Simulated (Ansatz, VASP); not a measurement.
# CrBr2: VASP beside Ansatz, part 2 of 2

One calculation is typed for both programs; each brings its own data sets and cutoff. How far apart do they land? The cell is taken from a series of VASP runs on this material, whose earlier steps may have relaxed, scaled or displaced it; both programs get it as it stands.

VASP 6.6.1 and Ansatz 0.2.0.

So far: Set-up; VASP: single point, PBEsol, DFT+U.

## 3. Ansatz: single point, PBEsol, DFT+U

Level of this step: Ansatz beside VASP: Kohn-Sham DFT, plane waves, PBEsol, DFT+U (Ansatz).

Ansatz runs on its default PAW (the set named soft_2) files.

The same cell, functional, mesh and smearing now go to Ansatz, which takes its cutoff from its data sets.

Contents of input.yaml:

```yaml
crystal:
  lattice:
    - [7.489338, -3.66211, 0.0]
    - [7.489338, 0.0, 0.0]
    - [-0.726847, 0.0, 6.465946]
  atoms:
    - { symbol: Cr, position: [0.0, 0.0, 0.0], spin: 3.0 }
    - { symbol: Cr, position: [0.5, 0.0, 0.0], spin: -3.0 }
    - { symbol: Br, position: [0.0, 0.645774, 0.233228] }
    - { symbol: Br, position: [0.5, 0.645774, 0.233228] }
    - { symbol: Br, position: [0.0, 0.354226, 0.766772] }
    - { symbol: Br, position: [0.5, 0.354226, 0.766772] }
hamiltonian:
  xc: pbesol
  pseudopotentials: { kind: paw }
  hubbard: { sites: [{ species: Cr, l: d, u_eff: 3.5 }] }
magnetization:
  spin_polarized: true
kpoints:
  mp_grid: { grid: [5, 10, 6] }
scf:
  occupations: { method: fermi_dirac, width: 0.05 }
  n_extra_bands: 10
output:
  forces: true
  stress: true
  eigenvalues: true
```

Command:

```sh
$ ansatz run input.yaml --threads 4 --pin off --max-ram 9216MiB --backend cpu --events-out ev --progress --plain --runs-dir out
```

Numbers of over 12 decimals in the logs are rounded to 6 here.

Output:

```text
Cr: projections on atomic orbitals take those of the free atom [Ne] 3s2 3p6 3d5 4s1, of charge +0.00 (hamiltonian.pseudopotentials.projection_atoms); the dataset's partial waves leave at most 7.0e-7 of an orbital's norm unspanned inside its sphere
Br: projections on atomic orbitals take those of the free atom [Ar 3d10] 4s2 4p5, of charge +0.00 (hamiltonian.pseudopotentials.projection_atoms); the dataset's partial waves leave at most 2.8e-6 of an orbital's norm unspanned inside its sphere
scf.n_extra_bands = 10 over 28 filled bands (N_el = 56.0): the run solves 38 bands
Engine: ansatz 0.2.0, aarch64-unknown-linux-gnu
Pseudopotentials: kind: paw
Pseudopotential: Cr, paw, valence charge 14, recommended cutoff 420 eV (normal), Cr.paw.azcp
Pseudopotential: Br, paw, valence charge 7, recommended cutoff 420 eV (normal), Br.paw.azcp
Functional definition: PBEsol
  exchange = pbesol_x
  correlation = pbesol_c
Crystal: 6 atoms, lattice volume = 177.340 Å³
Basis set: ecut = 420 eV, 3469 PW (Γ), exchange–correlation on 120×108×90 points (8 copies of the dense FFT grid, shifted against one another)
Bands: 38, of which v1, the nominal top of the filled ones, is band 28 counted from 1 (27 counted from 0)
Symmetry: 4 space group operations
Space group: P2/m (ITA 10), of the structure as read, at distance tolerance 5.6e-5 Å
Magnetic group: BNS 10.49 (UNI 56), of the structure as read, at distance tolerance 5.6e-5 Å
k-points: 96 of 300
Non-local potential: Cr, projectors of the file, l = 0: 3, l = 1: 2, l = 2: 3, l = 3: 1
Non-local potential: Br, projectors of the file, l = 0: 2, l = 1: 2, l = 2: 2
PAW form: soft (Blöchl's): semilocal exchange-correlation on the pseudo side does not see the compensation charge
PAW frozen core: Cr, regenerated for the run's functional, and the local potential with it (the file was generated under x = pbe(κ = 0.804, μ = 0.219515), c = pbe(β = 0.066725))
PAW frozen core: Br, regenerated for the run's functional, and the local potential with it (the file was generated under x = pbe(κ = 0.804, μ = 0.219515), c = pbe(β = 0.066725))
PAW one-centre angular grid: Cr, 590 points (default); XC on 64 Gauss nodes
PAW one-centre angular grid: Br, 110 points (default); XC on 64 Gauss nodes
Initial density: superposition of atomic densities (chi_scale 0.1, normalization cell, long waves kept (reshape's long-wave potential 0.18 eV rms))
Starting moments: Σ|m| = 6 μB on 2 of 6 sites
Starting magnetic order: antiferromagnet; a translation exchanges its spin sublattices: spin-degenerate at every k-point
Initial wavefunctions: pseudopotential atomic-orbital guess
Functional: x = pbesol(κ = 0.804, μ = 0.123457), c = pbesol(β = 0.046)
SCF iter   1: F=—  HF=-17646.210114 eV  |F-HF|=—  |Δ(HF+E_count)|=         —  Δρ=5.35e-2 (↑5.35e-2 ↓5.35e-2)  dr2=2.17e1  dr2_m=2.09e0  M=0.000 μB ∫|m|=8.958 μB  β_m=1.00  ethr=3.10e-3  ⟨swp⟩=8.2  Hψ=16995  notcnv=0  defer=5
preconditioner: auto → Resta (q_TF=auto, 2.251 Å⁻¹)  ε∞=5.6  [insulator: Δε(μ)=0.743 eV  Ē_g=8.185 eV  σ=0.050 eV  W_gap=1.00  n_scr=38 (ndim 8)  ℏωp=17.6 eV  f_vac=0.077  D(μ)=0.01/eV (n_scr^D=0)  ε∞_Penn≈5.6]
spin=Collinear: Resta preconditioning applied to the charge; magnetization (m = ρ↑ − ρ↓) channel mixes plain (no charge-response kernel on spin).
SCF iter   2: F=—  HF=-17643.914409 eV  |F-HF|=—  |Δ(HF+E_count)|=    2.30e0  Δρ=1.34e-2 (↑1.34e-2 ↓1.34e-2)  dr2=1.74e0  dr2_m=9.08e-2  M=0.000 μB ∫|m|=8.967 μB  β_m=1.00  ethr=3.10e-3  ⟨swp⟩=3.1  Hψ=8362  notcnv=0  defer=319
SCF iter   3: F=—  HF=-17644.569320 eV  |F-HF|=—  |Δ(HF+E_count)|=   6.55e-1  Δρ=8.69e-3 (↑8.69e-3 ↓8.69e-3)  dr2=6.43e-1  dr2_m=1.10e-2  M=0.000 μB ∫|m|=8.943 μB  β_m=1.00  ethr=3.10e-3  ⟨swp⟩=2.1  Hψ=4678  notcnv=0  defer=317
SCF iter   4: F=—  HF=-17644.844060 eV  |F-HF|=—  |Δ(HF+E_count)|=   2.75e-1  Δρ=2.50e-3 (↑2.50e-3 ↓2.50e-3)  dr2=3.98e-2  dr2_m=2.71e-3  M=0.000 μB ∫|m|=8.933 μB  β_m=0.30  ethr=1.15e-3  ⟨swp⟩=2.9  Hψ=7017  notcnv=0  defer=303
Mixer restart at iter 4: flushing history
spin-set hold released at iteration 4 (site moments contracting): the magnetisation degrees of freedom join the quasi-Newton model from the next iteration; the mixer history was flushed
SCF iter   5: F=—  HF=-17645.046397 eV  |F-HF|=—  |Δ(HF+E_count)|=   2.02e-1  Δρ=2.23e-3 (↑2.23e-3 ↓2.23e-3)  dr2=3.77e-2  dr2_m=1.49e-3  M=0.000 μB ∫|m|=8.859 μB  β_m=0.65  ethr=7.11e-5  ⟨swp⟩=3.8  Hψ=7622  notcnv=0  defer=220
SCF iter   6: F=—  HF=-17645.298858 eV  |F-HF|=—  |Δ(HF+E_count)|=   2.52e-1  Δρ=2.82e-3 (↑2.82e-3 ↓2.82e-3)  dr2=2.97e-2  dr2_m=3.81e-3  M=0.000 μB ∫|m|=8.756 μB  β_m=0.59  ethr=6.73e-5  ⟨swp⟩=3.0  Hψ=6953  notcnv=0  defer=220
SCF iter   7: F=—  HF=-17645.296172 eV  |F-HF|=—  |Δ(HF+E_count)|=   2.69e-3  Δρ=6.76e-4 (↑6.76e-4 ↓6.76e-4)  dr2=1.43e-3  dr2_m=4.80e-4  M=0.000 μB ∫|m|=8.686 μB  β_m=0.79  ethr=5.31e-5  ⟨swp⟩=2.3  Hψ=7697  notcnv=0  defer=205
SCF iter   8: F=—  HF=-17645.298520 eV  |F-HF|=—  |Δ(HF+E_count)|=   2.35e-3  Δρ=1.83e-4 (↑1.83e-4 ↓1.83e-4)  dr2=1.54e-4  dr2_m=3.71e-5  M=0.000 μB ∫|m|=8.661 μB  β_m=0.90  ethr=2.56e-6  ⟨swp⟩=2.0  Hψ=5017  notcnv=0  defer=205
SCF iter   9: F=—  HF=-17645.298870 eV  |F-HF|=—  |Δ(HF+E_count)|=   3.50e-4  Δρ=3.94e-5 (↑3.94e-5 ↓3.94e-5)  dr2=1.22e-5  dr2_m=9.52e-7  M=0.000 μB ∫|m|=8.648 μB  β_m=0.95  ethr=2.74e-7  ⟨swp⟩=2.0  Hψ=5515  notcnv=0  defer=205
SCF iter  10: F=—  HF=-17645.298892 eV  |F-HF|=—  |Δ(HF+E_count)|=   2.23e-5  Δρ=9.99e-6 (↑9.99e-6 ↓9.99e-6)  dr2=1.25e-6  dr2_m=4.15e-8  M=0.000 μB ∫|m|=8.648 μB  β_m=0.97  ethr=2.17e-8  ⟨swp⟩=2.0  Hψ=5019  notcnv=0  defer=205
SCF iter  11: F=—  HF=-17645.298896 eV  |F-HF|=—  |Δ(HF+E_count)|=   3.17e-6  Δρ=9.35e-6 (↑9.35e-6 ↓9.35e-6)  dr2=5.26e-7  dr2_m=4.96e-8  M=0.000 μB ∫|m|=8.648 μB  β_m=0.99  ethr=2.23e-9  ⟨swp⟩=2.1  Hψ=5511  notcnv=0  defer=205
SCF iter  12: F=-17645.298896 eV  HF=-17645.298896 eV  |F-HF|=2.93e-9  |Δ(HF+E_count)|=   1.68e-7  Δρ=2.12e-6 (↑2.12e-6 ↓2.12e-6)  dr2=1.57e-8  dr2_m=3.01e-9  M=0.000 μB ∫|m|=8.648 μB  ethr=1.79e-10  ⟨swp⟩=11.8  Hψ=17218  notcnv=0
SCF 1 converged in 12 iterations: F = -17645.298896 eV  dr2 = 1.57e-8
  greatest PAW one-centre occupation: 1.000 electrons in one spin orbital (limit 2), on the Cr atom at site 1 (counted from 0), in its partial waves of l = 0
SCF converged after 12 iterations
Magnetization: 0.0000 μB (28.0000 up, 28.0000 down)
Absolute magnetization: 8.6444 μB (∫|ρ↑−ρ↓|, with the PAW one-centre terms)
Spin contamination: 4.1081 ħ² per cell (⟨S²⟩ above its minimum at these occupations)
Per-site moments (μB) at R_I (Å): [(3.584992, 1.049847), (-3.584992, 1.049847), (0.073340, 1.049847), (-0.073340, 1.049847), (0.073340, 1.049847), (-0.073340, 1.049847)]
Free energy (F): -17645.298896 eV
Harris-Foulkes:  -17645.298896 eV  (|F-HF|=2.93e-9)
Internal energy: -17645.298896 eV  (E = F + TS)
E sigma→0 (E₀):  -17645.298896 eV
Fermi energy:    4.176339 eV
--- Per-component energies (eV) ---
  E_band       = -769.682088
  E_kinetic    = 1212.669707
  E_local      = -6309.115935  (includes V_loc(G=0)·N_el)
  E_nonlocal   = 457.049087
  E_hartree    = 2590.542431
  E_xc         = -1316.211453
  E_vxc        = -760.906362  (∫ρ·V_xc dr)
  E_hubbard    = 1.942532  (on-site DFT+U / exact-exchange correction)
  E_vhub       = -12.383351  (the Hubbard potential's part of the band-sum identity)
  E_paw        = -11156.192396  (= ΣΔE_a)
  E_vpaw       = -538.070570  (= ΣTr[D̂ρ^β])
  E_aug_tail   = 0.000680  (compensation charges beyond the density's cutoff)
  E_ewald      = -3126.672629
  E_core_change = 0.689080  (= ΣΔE_core)
  E_smearing   = -0.000000  (= −TS)
  E_closure    = -0.000000  (closes the sum)
  Σ components = -17645.298896   (vs F -17645.298896, Δ=0.00e0)
--- Forces (eV/Å), atoms counted from 1 ---
  atom   1  Cr     0.00000000     0.00000000     0.00000000
  atom   2  Cr     0.00000000     0.00000000     0.00000000
  atom   3  Br     0.01420627     0.00000000    -0.10748776
  atom   4  Br     0.01420627     0.00000000    -0.10748776
  atom   5  Br    -0.01420627     0.00000000     0.10748776
  atom   6  Br    -0.01420627     0.00000000     0.10748776
  max |Σ_I F_I| component: 1.39e-17 eV/Å
--- Stress (GPa, compression-positive) ---
       -1.158185       0.000000       0.074669
        0.000000      -0.856009       0.000000
        0.074666       0.000000      -0.601587
  P = ⅓ Tr σ = -0.8719 GPa (-8.719 kbar)
--- Band table (eV; the first three rows and the last of 192) ---
  k-point 0 ↑: bands = [... 24 lower, 2.2594, 2.3412, 2.6566, 3.0967, 5.6476, 6.9996, 7.3268, 7.9574, ... 6 higher]
  k-point 1 ↑: bands = [... 24 lower, 2.2247, 2.2602, 2.6969, 3.1079, 5.6432, 7.2084, 7.3522, 7.9528, ... 6 higher]
  k-point 2 ↑: bands = [... 24 lower, 2.1937, 2.2254, 2.7560, 3.1239, 5.6332, 7.2916, 7.7122, 7.9459, ... 6 higher]
  k-point 95 ↓: bands = [... 24 lower, 1.6216, 1.7246, 2.8614, 2.9278, 5.5948, 8.0619, 8.0657, 8.2704, ... 6 higher]
Occupation matrices written to <dir>
```

The job ended after 14 s (4 threads of Arm Neoverse V2, shared host; peak memory 1.5 GiB; 55 s of CPU time).

The run ends at a pressure of -0.87 GPa, with forces up to 0.11 eV/Å.

## 4. Comparison

Known differences besides the potentials themselves: U acts on the PAW sphere in VASP and on atomic orbitals in Ansatz, so only states and trends compare; the data sets hold 56 valence electrons in Ansatz (default PAW (the set named soft_2) files) and 52 in VASP; the cutoff is 420 eV in Ansatz and 350 eV in VASP; Ansatz makes its cores anew for this functional, VASP keeps those of its PBE data sets; site moments are counted in spheres of each program's own size. Total energies have different zeros and are not compared.

The two programs side by side:

```
              quantity  Ansatz   VASP  difference
        pressure (GPa)   -0.87  -0.88       +0.01
gap on the k mesh (eV)   2.112  2.319      -0.207
    moment on Cr1 (μB)    3.58   3.79       -0.21
    moment on Cr2 (μB)   -3.58  -3.79       +0.21
    moment on Br3 (μB)    0.07   0.06       +0.01
    moment on Br4 (μB)   -0.07  -0.06       -0.01
    moment on Br5 (μB)    0.07   0.06       +0.01
    moment on Br6 (μB)   -0.07  -0.06       -0.01
```

Forces (eV/Å; atoms numbered as in POSCAR):

```
atom        Ansatz x, y, z          VASP x, y, z
 Cr1   0.000, 0.000, 0.000   0.000, 0.000, 0.000
 Cr2   0.000, 0.000, 0.000   0.000, 0.000, 0.000
 Br3  0.014, 0.000, -0.107  0.074, 0.000, -0.054
 Br4  0.014, 0.000, -0.107  0.074, 0.000, -0.054
 Br5  -0.014, 0.000, 0.107  -0.074, 0.000, 0.054
 Br6  -0.014, 0.000, 0.107  -0.074, 0.000, 0.054
```

The forces differ by 38 meV/Å r.m.s., which is 88.0 % of the r.m.s. force of 0.04 eV/Å (both taken over all components). A gap on the mesh is an upper bound, since the band edges may lie between its points. Ansatz's pressure holds a Pulay correction of 0.02 GPa; VASP's holds none.

## 5. Results

- r.m.s. force difference (single point, PBEsol, DFT+U): 38 meV/Å
- difference in gap on the k mesh (single point, PBEsol, DFT+U): -0.21 eV

What this shows: The r.m.s. force difference is 38 meV/Å (single point, PBEsol, DFT+U). How closely two codes agree says nothing of how well the functional describes the real material.

[Lines on the potential files, build, host, timing and source positions are cut from VASP's logs without a mark.]

[Logs are printed without paths, hosts, clocks, repeated set-up lines and the standing remarks that a program may print on its own settings, such as how far it seeks lower states.]

[Hosts, paths, dates, database ids (printed as entryN), source tags and the programs' standing remarks are cut or masked in the printed files.]
